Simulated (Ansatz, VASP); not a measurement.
This is a calculation of B2O for Ansatz 0.2.0.

The input input.yaml:

```yaml
crystal:
  lattice:
    - [2.879, 0.0, 0.0]
    - [-1.4395, 2.4932871375, 0.0]
    - [0.0, 0.0, 7.052]
  atoms:
    - { symbol: O, position: [0.348208, 0.675753, 0.689016] }
    - { symbol: O, position: [0.678795, 0.349339, 0.30805] }
    - { symbol: B, position: [0.316144, 0.661822, 0.975008] }
    - { symbol: B, position: [0.668873, 0.324258, 0.027737] }
    - { symbol: B, position: [-0.017035, -0.009521, 0.614116] }
    - { symbol: B, position: [0.00215, 0.010137, 0.381062] }
hamiltonian:
  xc: pbe
  pseudopotentials: { kind: paw }
kpoints:
  mp_grid: { grid: [11, 11, 4] }
scf:
  occupations: { method: fermi_dirac, width: 0.05 }
output:
  forces: true
  stress: true
  eigenvalues: true
```

Potentials or basis: Ansatz PAW.

The run is started by

```sh
$ ansatz run input.yaml --threads 2 --pin off --max-ram 5120MiB --backend cpu --events-out ev --progress --plain --runs-dir out
```

Q: Set up the same calculation for VASP 6.6.1. Potentials there: VASP PAW PBE potentials, release 64 (O, B).

A: As run (the cutoff follows the program's own potentials):

Contents of INCAR:

```
ALGO = Normal
EDIFF = 1E-7
ENCUT = 520
GGA = PE
ISIF = 2
ISMEAR = -1
LASPH = T
LCHARG = F
LREAL = F
LWAVE = F
NBANDS = 21
NELM = 100
PREC = Accurate
SIGMA = 0.05
```

The input KPOINTS:

```
k-points
0
Gamma
  11 11 4
```

Contents of POSCAR:

```
B2O
1.0
    2.8790000000      0.0000000000      0.0000000000
   -1.4395000000      2.4932871375      0.0000000000
    0.0000000000      0.0000000000      7.0520000000
O B
2 4
Direct
    0.3482080000      0.6757530000      0.6890160000
    0.6787950000      0.3493390000      0.3080500000
    0.3161440000      0.6618220000      0.9750080000
    0.6688730000      0.3242580000      0.0277370000
   -0.0170350000     -0.0095210000      0.6141160000
    0.0021500000      0.0101370000      0.3810620000
```

Potentials or basis: VASP PAW PBE potentials, release 64 (O, B).

Run with:

```sh
$ cat potpaw_PBE.64/O/POTCAR potpaw_PBE.64/B/POTCAR > POTCAR
$ mpirun -np 1 vasp_std > vasp.out
```

Both were run:

|  | VASP | Ansatz | Ansatz less VASP |
| --- | --- | --- | --- |
| gap on the k mesh at the Fermi level (eV) | none | none | - |
| pressure (GPa) | -18.0 | -18.0 | +0.03 |
| largest component of the traceless stress (GPa) | 21.06 | 21.24 | +0.180 |
| rms of the force components (eV/Å) | 0.395 | 0.394 | -0.0010 |

Atom by atom the forces differ by 0.009 eV/Å (rms over components). A gap of «none» marks a metal or a gap that the smearing closes.

Caveats: so large a pressure means that the cell lies far from this level's equilibrium, or that cutoff or potentials fall short (VASP); the pressure holds a Pulay correction of +0.7 GPa for the finite cutoff (Ansatz).
